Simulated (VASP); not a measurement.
Computed with PBE GGA, VASP's PBE PAW potentials (set 64) (plane waves; VASP).

The input files of a VASP run:

File KPOINTS:
```
Automatic mesh
0
Gamma
3 3 3
0 0 0
```

**POSCAR**
```
IrSe
1
   -1.5904120000     1.5904120000     5.3843520000
    1.5904120000    -1.5904120000     5.3843520000
    1.5904120000     1.5904120000    -5.3843520000
Ir Se
2 2
Direct
  0.7500000000   0.7500000000   0.0000000000
  0.5000000000   0.0000000000   0.5000000000
  0.1660000000   0.1660000000   0.0000000000
  0.9160000000   0.4160000000   0.5000000000
```

### INCAR
```
ISMEAR = 0
LASPH = .True.   ! aspherical one-centre terms
GGA = PE   ! PBE
SIGMA = 0.1
LCHARG = .False.
PREC = Accurate
SYSTEM = IrSe
LWAVE = .False.
ENCUT = 300   ! plane-wave cut-off (eV)
EDIFF = 1E-6
LREAL = .False.
ISIF = 2   ! forces and stress, cell fixed
LMAXMIX = 6   ! l cut-off of mixed one-centre charges
NELM = 100   ! most electronic steps
ALGO = Normal   ! blocked Davidson
```

POTCAR, in this order: Ir Se (PBE.64 set). Program: vasp_std.

At this cut-off the stress carries a Pulay error, which pulls relaxed volumes low. Gaps are read on the run's mesh, which can miss a band edge. Unless said otherwise, spin-orbit coupling is left out, though it shifts the bands of the heavy elements here.

Question: Estimate the energy per atom (σ→0), pressure, largest force, band gap (on the k-mesh).

Answer: 
The energy per atom (σ→0) is -4.930 eV/atom and the band gap (on the k-mesh) is none (metal, semimetal or under 0.01 eV). The pressure is 73.45 GPa and the largest force is 0.230 eV/Å.

### OSZICAR
```
...
DAV:   6    -0.198301273220E+02    0.25997E+00   -0.46126E-01   332   0.747E+00    0.189E+01
DAV:   7    -0.197351243644E+02    0.95003E-01   -0.83081E-02   300   0.224E+00    0.249E+00
DAV:   8    -0.197324532719E+02    0.26711E-02   -0.10800E-02   312   0.117E+00    0.136E-01
DAV:   9    -0.197323441734E+02    0.10910E-03   -0.10533E-03   265   0.225E-01    0.580E-02
DAV:  10    -0.197323521345E+02   -0.79611E-05   -0.12978E-04   277   0.127E-01    0.352E-02
DAV:  11    -0.197323573442E+02   -0.52097E-05   -0.63778E-06   273   0.220E-02    0.100E-02
DAV:  12    -0.197323573671E+02   -0.22950E-07   -0.17727E-06   147   0.130E-02
   1 F= -.19732357E+02 E0= -.19720885E+02  d E =-.229456E-01
```

The structure was generated: IrSe was put into an ordered model structure, which need not be its known phase. The cell was not relaxed at this level. The k-mesh is coarse (spacing up to 0.93 per Å, 2π included), so the numbers may not be converged in it. The run is one of a series of settings (KPOINTS 3×3×3 Γ-centred mesh against the base run), some of them coarse on purpose.
